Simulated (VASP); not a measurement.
Wanted: the native input for a VASP 6.6.1 run.

| Item | Value |
| --- | --- |
| Task | relaxation of cell and atoms |
| Functional | vdW-DF-cx |
| Potentials or basis | VASP PAW PBE potentials, release 64 (Hf_pv, In_d, Si, O) |
| Cutoff | 600 eV |
| k mesh | 6 × 6 × 4 |
| Occupations | fermi-dirac, width 0.05 eV |
| Spin | no spin polarisation |
| Further INCAR settings | ALGO = Normal; EDIFF = 1e-06; IBRION = 2; EDIFFG = -0.02; NSW = 40; ISIF = 3 |

The structure of HfIn4SiO6 lies in POSCAR:

```
HfIn4SiO6
1.0
    2.7158500000     -4.7035700000      0.0083300000
    2.7158500000      4.7035700000      0.0083300000
   -1.8791500000      0.0000000000      7.4012700000
Hf In Si O
1 4 1 6
Direct
    0.7883500000      0.2116500000      0.0000000000
    0.6217500000      0.3782500000      0.5000000000
    0.4550200000      0.5449800000      0.0000000000
    0.2840700000      0.7159300000      0.5000000000
    0.9581400000      0.0418600000      0.5000000000
    0.1216800000      0.8783200000      0.0000000000
    0.0621900000      0.1141500000      0.8666600000
    0.8858500000      0.9378100000      0.1333400000
    0.7949000000      0.5378400000      0.8666300000
    0.4621600000      0.2051000000      0.1333700000
    0.1535200000      0.6287900000      0.1333300000
    0.3712100000      0.8464800000      0.8666700000
```

The cell was built by a generator and needn't be a form met in nature.

The input as run:

INCAR

```
PREC = Accurate ; ENCUT = 600
EDIFF = 1E-6 ; ISMEAR = -1
SIGMA = 0.05 ; LREAL = F
LASPH = T ; NELM = 100
ALGO = Normal ; ISIF = 3
LWAVE = F ; LCHARG = F
GGA = CX ; LUSE_VDW = T
AGGAC = 0.0 ; IBRION = 2
NSW = 40 ; EDIFFG = -0.02
KPAR = 4
```

KPOINTS

```
regular mesh
0
Gamma
  6 6 4
```

Potentials or basis: VASP PAW PBE potentials, release 64 (Hf_pv, In_d, Si, O).

Command:

```bash
$ cat potpaw_PBE.64/Hf_pv/POTCAR potpaw_PBE.64/In_d/POTCAR potpaw_PBE.64/Si/POTCAR potpaw_PBE.64/O/POTCAR > POTCAR
$ mpirun -np 4 vasp_std > vasp.out
```

Results of the run:

```json
{
 "Relaxed volume": "15.01 Å³/atom",
 "Relaxed cell": "a = 5.379 Å, b = 5.379 Å, c = 7.416 Å, α = 97.15°, β = 97.15°, γ = 119.93°",
 "Space group after relaxing (to 0.05 Å)": "C2 (No. 5)",
 "Energy gained by relaxing": "9.1 meV/atom",
 "Ionic steps": "8",
 "Pressure after relaxing": "0.1 GPa",
 "Largest force after relaxing": "0.009 eV/Å",
 "Band gap on the k mesh": "none (metal or under the smearing width)"
}
```

Caveat: the PAW data sets were made with another functional, which shifts forces and pressure a little.

Run time: 33 min on 4 MPI ranks on Intel(R) Xeon(R) 6975P-C (Granite Rapids) (shared host), peak memory 1.5 GiB a rank.
